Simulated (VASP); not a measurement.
Here is the system:

```
CELL_PARAMETERS angstrom
      0.00000     2.71645     2.71645
      2.71645     0.00000     2.71645
      2.71645     2.71645     0.00000
ATOMIC_POSITIONS crystal
  Ga 0.00000 0.00000 0.00000
  P  0.25000 0.25000 0.25000
```

Level of theory: PBEsol GGA, VASP's PBE PAW potentials (set 64) (plane waves; VASP). Settings: 400 eV cut-off, 15×15×15 Γ-centred mesh, Gaussian smearing of 0.010 eV, potentials Ga_d P.

Give the direction-averaged independent-particle dielectric function (no local fields, no excitons; a broadening of 0.1 eV leaves a tail below the gap, and fine structure carries the noise of the k-mesh).

```json
[
 {"ħω (eV)": "0.00", "ε₁": "11.22", "ε₂": "0.00"},
 {"ħω (eV)": "0.20", "ε₁": "11.25", "ε₂": "0.03"},
 {"ħω (eV)": "0.50", "ε₁": "11.38", "ε₂": "0.07"},
 {"ħω (eV)": "0.70", "ε₁": "11.54", "ε₂": "0.10"},
 {"ħω (eV)": "1.00", "ε₁": "11.91", "ε₂": "0.15"},
 {"ħω (eV)": "1.20", "ε₁": "12.26", "ε₂": "0.20"},
 {"ħω (eV)": "1.50", "ε₁": "13.03", "ε₂": "0.33"},
 {"ħω (eV)": "1.70", "ε₁": "13.77", "ε₂": "0.61"},
 {"ħω (eV)": "2.00", "ε₁": "14.88", "ε₂": "0.83"},
 {"ħω (eV)": "2.20", "ε₁": "16.56", "ε₂": "1.76"},
 {"ħω (eV)": "2.50", "ε₁": "18.95", "ε₂": "2.85"},
 {"ħω (eV)": "2.70", "ε₁": "20.73", "ε₂": "8.53"},
 {"ħω (eV)": "3.00", "ε₁": "16.71", "ε₂": "10.72"},
 {"ħω (eV)": "3.20", "ε₁": "15.99", "ε₂": "11.04"},
 {"ħω (eV)": "3.50", "ε₁": "15.38", "ε₂": "12.19"},
 {"ħω (eV)": "3.70", "ε₁": "16.40", "ε₂": "15.21"},
 {"ħω (eV)": "4.00", "ε₁": "13.91", "ε₂": "19.07"},
 {"ħω (eV)": "4.20", "ε₁": "14.36", "ε₂": "21.56"},
 {"ħω (eV)": "4.50", "ε₁": "-0.89", "ε₂": "26.94"},
 {"ħω (eV)": "4.70", "ε₁": "-1.65", "ε₂": "22.65"},
 {"ħω (eV)": "5.00", "ε₁": "-11.25", "ε₂": "16.17"},
 {"ħω (eV)": "5.20", "ε₁": "-6.83", "ε₂": "10.81"},
 {"ħω (eV)": "5.50", "ε₁": "-3.34", "ε₂": "10.18"},
 {"ħω (eV)": "5.70", "ε₁": "-3.81", "ε₂": "12.16"},
 {"ħω (eV)": "6.00", "ε₁": "-4.19", "ε₂": "10.99"},
 {"ħω (eV)": "6.20", "ε₁": "-7.50", "ε₂": "10.97"},
 {"ħω (eV)": "6.50", "ε₁": "-7.59", "ε₂": "6.13"},
 {"ħω (eV)": "6.70", "ε₁": "-6.06", "ε₂": "4.66"},
 {"ħω (eV)": "7.00", "ε₁": "-4.62", "ε₂": "4.38"},
 {"ħω (eV)": "7.20", "ε₁": "-4.25", "ε₂": "4.29"},
 {"ħω (eV)": "7.50", "ε₁": "-4.09", "ε₂": "3.54"},
 {"ħω (eV)": "7.80", "ε₁": "-4.02", "ε₂": "3.16"}
]
```
ε₂ peaks at 4.4 eV (height 31.3); ε₁(0) averages 11.22, so the electronic refractive index below the gap tends to √11.22 = 3.35.

The structure comes from a measured GaP entry (F-43m) of the Crystallography Open Database, whose conditions weren't checked. It was relaxed first.
